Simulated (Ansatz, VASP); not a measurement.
This is a calculation of HfMg3 for VASP 6.6.1. Atoms were shifted at random by some hundredths of an Å from the given cell, which wasn't relaxed again for these runs. The cell comes from a database or a generator and needn't be the stable form of this composition.

File INCAR:

```
SYSTEM = HfMg3
PREC = Accurate
ENCUT = 520
EDIFF = 1E-7
ISMEAR = -1
SIGMA = 0.05
LREAL = .FALSE.
LASPH = .TRUE.
NELM = 60
ALGO = Normal
ISIF = 2
LWAVE = .FALSE.
LCHARG = .FALSE.
GGA = PE
NBANDS = 16
```

Contents of KPOINTS:

```
regular mesh
0
G
  8 8 8
  0 0 0
```

The input POSCAR:

```
HfMg3
1.0
   -2.2263530000      2.2263530000      4.4846200000
    2.2263530000     -2.2263530000      4.4846200000
    2.2263530000      2.2263530000     -4.4846200000
Hf Mg
1 3
Direct
    0.0124840000      0.0102330000      0.0183790000
    0.7654620000      0.2514910000      0.5210720000
    0.2509510000      0.7651820000      0.5091930000
    0.4994420000      0.4903530000     -0.0078160000
```

Potentials or basis: VASP PAW PBE potentials, release 64 (Hf_pv, Mg).

Launch:

```sh
$ cat potpaw_PBE.64/Hf_pv/POTCAR potpaw_PBE.64/Mg/POTCAR > POTCAR
$ mpirun -np 1 vasp_std > vasp.out
```

Problem. Set up the same calculation for Ansatz 0.2.0. Potentials or basis there: Ansatz PAW, cutoff 420 eV.

Solution. As run (cutoffs and basis follow the program's own potentials, and thresholds, step limits or extra output files can differ):

File input.yaml:

```yaml
crystal:
  lattice:
    - [-2.226353, 2.226353, 4.48462]
    - [2.226353, -2.226353, 4.48462]
    - [2.226353, 2.226353, -4.48462]
  atoms:
    - { symbol: Hf, position: [0.012484, 0.010233, 0.018379] }
    - { symbol: Mg, position: [0.765462, 0.251491, 0.521072] }
    - { symbol: Mg, position: [0.250951, 0.765182, 0.509193] }
    - { symbol: Mg, position: [0.499442, 0.490353, -0.007816] }
hamiltonian:
  xc: pbe
  pseudopotentials: { kind: paw }
kpoints:
  mp_grid: { grid: [8, 8, 8] }
scf:
  occupations: { method: fermi_dirac, width: 0.05 }
output:
  forces: true
  stress: true
  eigenvalues: true
```

Potentials or basis: Ansatz PAW.

Run with:

```bash
$ ansatz run input.yaml --threads 2 --pin off --max-ram 5120MiB --backend cpu --events-out ev --progress --plain --runs-dir out
```

Both were run:

|  | VASP | Ansatz |
| --- | --- | --- |
| Pressure | 0.0 GPa | 0.1 GPa |
| Largest force | 0.362 eV/Å | 0.363 eV/Å |

Ansatz's pressure holds a Pulay term of +0.01 GPa for its cutoff of 420 eV, which the other run lacks.

The potentials hold 16 and 56 valence electrons a cell.

Where Ansatz's input types no cutoff or centring, it takes its own default and a Γ-centred mesh.

Pressure is positive in compression.
